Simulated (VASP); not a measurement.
Method: r2SCAN meta-GGA, VASP's PBE PAW potentials (set 64) (plane waves; VASP).

VASP ran on this input.

File POSCAR:
```
Tm
1
    1.7700000000    -3.0657300000     0.0000000000
    1.7700000000     3.0657300000     0.0000000000
    0.0000000000     0.0000000000     5.5500000000
Tm
2
Direct
  0.3333330000   0.6666670000   0.2500000000
  0.6666670000   0.3333330000   0.7500000000
```

**KPOINTS**
```
kpoints
0
Gamma
 11 11 6
```

INCAR:
```
! general
SYSTEM   =  Tm
PREC     =  Accurate
ENCUT    =  520
LREAL    =  .False.
LASPH    =  .True.

! electronic loop
EDIFF    =  1E-6
NELM     =  100
ALGO     =  Normal
LMAXMIX  =  6
LMIXTAU  =  .True.

! smearing
ISMEAR   =  1
SIGMA    =  0.1

! functional
METAGGA  =  R2SCAN

! ions
IBRION   =  2
NSW      =  60
ISIF     =  3
EDIFFG   =  -0.01

! output
LWAVE    =  .False.
LCHARG   =  .False.
```

POTCAR, in this order: Tm_3 (PBE.64 set). Program: vasp_std.

What VASP printed:

OUTCAR:
```
 ion  position               nearest neighbor table
   1  0.333  0.667  0.250-   2 3.45   2 3.45   2 3.45   2 3.45   2 3.45   2 3.45
   2  0.667  0.333  0.750-   1 3.45   1 3.45   1 3.45   1 3.45   1 3.45   1 3.45
  LATTYP: Found a hexagonal cell.
 ALAT       =     3.5400000611
 C/A-ratio  =     1.5677965831
 Subroutine PRICEL returns:
 Original cell was already a primitive cell.
 Subroutine GETGRP returns: Found 24 space group operations
The static configuration has the point symmetry D_3d.
 The point group associated with its full space group is D_6h.
The dynamic configuration has the point symmetry D_3d.
 Subroutine INISYM returns: Found 24 space group operations
 Subroutine IBZKPT returns following result:
 Found     64 irreducible k-points:

 Following reciprocal coordinates:
            Coordinates               Weight
  0.000000  0.000000  0.000000      1.000000
  0.090909  0.000000  0.000000      6.000000
  0.181818  0.000000  0.000000      6.000000
  0.272727  0.000000  0.000000      6.000000
  0.363636  0.000000  0.000000      6.000000
  0.454545  0.000000  0.000000      6.000000
  0.090909  0.090909  0.000000      6.000000
...
```

File OSZICAR:
```
       N       E                     dE             d eps       ncg     rms          rms(c)
DAV:   1     0.690993062907E+01    0.69099E+01   -0.88382E+03  1664   0.137E+03
DAV:   2    -0.671629968768E+02   -0.74073E+02   -0.72980E+02  1664   0.421E+02
DAV:   3    -0.717201781263E+02   -0.45572E+01   -0.43014E+01  2675   0.640E+01
DAV:   4    -0.718353796615E+02   -0.11520E+00   -0.11219E+00  2636   0.882E+00
DAV:   5    -0.718366948168E+02   -0.13152E-02   -0.13147E-02  2339   0.826E-01    0.281E+01
DAV:   6    -0.704472007384E+02    0.13895E+01   -0.45522E-01  1938   0.955E+00    0.152E+01
DAV:   7    -0.690860595395E+02    0.13611E+01   -0.50791E-01  2544   0.783E+00    0.103E+00
DAV:   8    -0.703506624989E+02   -0.12646E+01   -0.49971E-01  2281   0.679E+00    0.285E+00
DAV:   9    -0.702414853899E+02    0.10918E+00   -0.69726E-02  1794   0.350E+00    0.767E-01
DAV:  10    -0.702405105814E+02    0.97481E-03   -0.20577E-03  2612   0.589E-01    0.786E-01
DAV:  11    -0.702519134055E+02   -0.11403E-01   -0.22412E-03  1769   0.574E-01    0.915E-01
DAV:  12    -0.702146339571E+02    0.37279E-01   -0.39501E-03  1699   0.572E-01    0.794E-01
DAV:  13    -0.702275971680E+02   -0.12963E-01   -0.87684E-03  1759   0.127E+00    0.331E-01
DAV:  14    -0.702341132200E+02   -0.65161E-02   -0.57887E-03  1764   0.963E-01    0.363E-01
DAV:  15    -0.702342757432E+02   -0.16252E-03   -0.26260E-04  2588   0.181E-01    0.360E-01
DAV:  16    -0.702344877731E+02   -0.21203E-03   -0.17864E-05  1779   0.430E-02    0.363E-01
DAV:  17    -0.702346154501E+02   -0.12768E-03   -0.14553E-03  1855   0.336E-01    0.157E-01
DAV:  18    -0.702347179955E+02   -0.10255E-03   -0.12505E-04  1684   0.120E-01    0.152E-01
DAV:  19    -0.702347552254E+02   -0.37230E-04   -0.64174E-06  2499   0.295E-02    0.146E-01
DAV:  20    -0.702348305660E+02   -0.75341E-04   -0.34390E-05  2017   0.648E-02    0.102E-01
DAV:  21    -0.702349172941E+02   -0.86728E-04   -0.17349E-05  1684   0.526E-02    0.818E-02
DAV:  22    -0.702348893483E+02    0.27946E-04   -0.34568E-05  2038   0.496E-02    0.491E-02
DAV:  23    -0.702348986957E+02   -0.93475E-05   -0.73771E-06  2438   0.270E-02    0.276E-02
DAV:  24    -0.702349040637E+02   -0.53679E-05   -0.54737E-06  2234   0.248E-02    0.693E-03
DAV:  25    -0.702349120493E+02   -0.79857E-05   -0.18569E-06  1167   0.176E-02    0.209E-03
DAV:  26    -0.702349121086E+02   -0.59287E-07   -0.48777E-07   862   0.123E-02
   1 F= -.70234912E+02 E0= -.70235865E+02  d E =-.702349E+02
       N       E                     dE             d eps       ncg     rms          rms(c)
DAV:   1    -0.702399784733E+02   -0.50664E-02   -0.15234E-01  2237   0.385E+00    0.498E-01
DAV:   2    -0.702369943554E+02    0.29841E-02   -0.83680E-03  2381   0.108E+00    0.193E-01
DAV:   3    -0.702359984469E+02    0.99591E-03   -0.14095E-03  2531   0.435E-01    0.822E-02
DAV:   4    -0.702358305867E+02    0.16786E-03   -0.65806E-04  2696   0.259E-01    0.497E-02
DAV:   5    -0.702358675702E+02   -0.36984E-04   -0.93636E-05  1859   0.931E-02    0.217E-02
DAV:   6    -0.702358915992E+02   -0.24029E-04   -0.33073E-05  1802   0.606E-02    0.560E-03
DAV:   7    -0.702358871587E+02    0.44405E-05   -0.12589E-05  1689   0.376E-02    0.224E-03
DAV:   8    -0.702358881791E+02   -0.10204E-05   -0.36984E-07   977   0.672E-03    0.127E-03
DAV:   9    -0.702358867541E+02    0.14250E-05   -0.10750E-07   847   0.533E-03    0.275E-04
DAV:  10    -0.702358874915E+02   -0.73736E-06   -0.39986E-08   847   0.322E-03
   2 F= -.70235887E+02 E0= -.70236716E+02  d E =-.975383E-03
       N       E                     dE             d eps       ncg     rms          rms(c)
DAV:   1    -0.702359289921E+02   -0.42238E-04   -0.15464E-03  2229   0.388E-01    0.501E-02
DAV:   2    -0.702358888846E+02    0.40108E-04   -0.84070E-05  2322   0.109E-01    0.195E-02
DAV:   3    -0.702358725569E+02    0.16328E-04   -0.14530E-05  2523   0.443E-02    0.828E-03
DAV:   4    -0.702358714340E+02    0.11229E-05   -0.64516E-06  2475   0.257E-02    0.505E-03
DAV:   5    -0.702358735616E+02   -0.21276E-05   -0.95887E-07   847   0.104E-02    0.207E-03
DAV:   6    -0.702358754585E+02   -0.18969E-05   -0.31047E-07   832   0.881E-03    0.105E-03
DAV:   7    -0.702358754738E+02   -0.15264E-07   -0.75166E-08   832   0.470E-03
   3 F= -.70235875E+02 E0= -.70236685E+02  d E =-.963365E-03
       N       E                     dE             d eps       ncg     rms          rms(c)
DAV:   1    -0.702358851122E+02   -0.96537E-05   -0.30225E-04  2229   0.172E-01    0.222E-02
DAV:   2    -0.702358842231E+02    0.88904E-06   -0.16380E-05  2307   0.478E-02    0.862E-03
DAV:   3    -0.702358854388E+02   -0.12156E-05   -0.26169E-06  1876   0.195E-02    0.373E-03
DAV:   4    -0.702358847438E+02    0.69497E-06   -0.12135E-06   964   0.124E-02
   4 F= -.70235885E+02 E0= -.70236703E+02  d E =-.972635E-03
       N       E                     dE             d eps       ncg     rms          rms(c)
DAV:   1    -0.702362143642E+02   -0.32893E-03   -0.88614E-03  1978   0.105E+00    0.130E-01
DAV:   2    -0.702360763334E+02    0.13803E-03   -0.74052E-04  2038   0.345E-01    0.533E-02
DAV:   3    -0.702360068561E+02    0.69477E-04   -0.12391E-04  2488   0.129E-01    0.225E-02
DAV:   4    -0.702359895797E+02    0.17276E-04   -0.42199E-05  2489   0.699E-02    0.134E-02
DAV:   5    -0.702359847922E+02    0.47875E-05   -0.46355E-06  1689   0.229E-02    0.550E-03
DAV:   6    -0.702359755731E+02    0.92191E-05   -0.81379E-07   862   0.121E-02    0.148E-03
DAV:   7    -0.702359770294E+02   -0.14563E-05   -0.26316E-07   832   0.855E-03    0.870E-04
DAV:   8    -0.702359771927E+02   -0.16330E-06   -0.62443E-08   832   0.375E-03
   5 F= -.70235977E+02 E0= -.70236745E+02  d E =-.924489E-04
```

### OUTCAR
```
------------------------ aborting loop because EDIFF is reached ----------------------------------------
  FORCE on cell =-STRESS in cart. coord.  units (eV):
  Direction    XX          YY          ZZ          XY          YZ          ZX
  --------------------------------------------------------------------------------------
  Total        0.0026797      0.0026797     -0.0003696      0.0000000     -0.0000000      0.0000000
  in kB        0.0709575      0.0709575     -0.0097859      0.0000000     -0.0000000      0.0000000
  external PRESSURE =       0.0440430 kB  Pullay stress =       0.0000000 kB
  volume of cell :       60.51
      direct lattice vectors                 reciprocal lattice vectors
     1.778213921 -3.079956929 -0.000000000     0.281181018 -0.162339933 -0.000000000
     1.778213921  3.079956929  0.000000000     0.281181018  0.162339933 -0.000000000
     0.000000000  0.000000000  5.523761948     0.000000000 -0.000000000  0.181036042
 POSITION                                       TOTAL-FORCE (eV/Angst)
 -----------------------------------------------------------------------------------
      1.77821      1.02665      1.38094        -0.000000      0.000000      0.000000
      1.77821     -1.02665      4.14282         0.000000     -0.000000      0.000000
 -----------------------------------------------------------------------------------
    total drift:                               -0.000001      0.000071     -0.000011
  FREE ENERGIE OF THE ION-ELECTRON SYSTEM (eV)
  ---------------------------------------------------
  free  energy   TOTEN  =       -70.2359771927 eV

  energy  without entropy=      -70.2382792675  energy(sigma->0) =      -70.23674455

 reached required accuracy - stopping structural energy minimisation
```
(Selected blocks of OUTCAR.)

CONTCAR:
```
Tm
   1.00000000000000
     1.7782139208734149   -3.0799569292642248   -0.0000000000000000
     1.7782139208734149    3.0799569292642248    0.0000000000000000
     0.0000000000000000    0.0000000000000000    5.5237619481507929
  Tm
     2
Direct
     0.3333330000000032    0.6666669999999968    0.2500000000000000
     0.6666669999999968    0.3333330000000032    0.7500000000000000
```

The 4f electrons are frozen in the core of the lanthanide potential, so 4f levels, which can set the real gap, and their magnetism are missing.

The compound is Tm in the hcp structure. This run relaxes it. Symmetry was kept, so distortions that lower it aren't found.
